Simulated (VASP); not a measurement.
Consider the following.

```xyz
2
Lattice="0.0000 2.5695 2.5695 2.5695 0.0000 2.5695 2.5695 2.5695 0.0000" Properties=species:S:1:pos:R:3 pbc="T T T"
Mg     0.0000     2.5695     2.5695
S      2.5695     2.5695     2.5695
```

Calculation: r2SCAN meta-GGA, VASP's PBE PAW potentials (set 64) (plane waves; VASP). Run with 520 eV cut-off, 9×9×9 Γ-centred mesh, Gaussian smearing of 0.050 eV, potentials Mg S.

**Question.** Give the stress tensor in GPa (positive for a compressed cell).

**Answer.** 
```
2.68  0.00  0.00
0.00  2.68  0.00
0.00  0.00  2.68
```
The pressure is its mean diagonal, 2.68 GPa.

The compound is MgS in the rock salt structure. This cell is one point of a volume scan, at 0.97 of the reference volume.
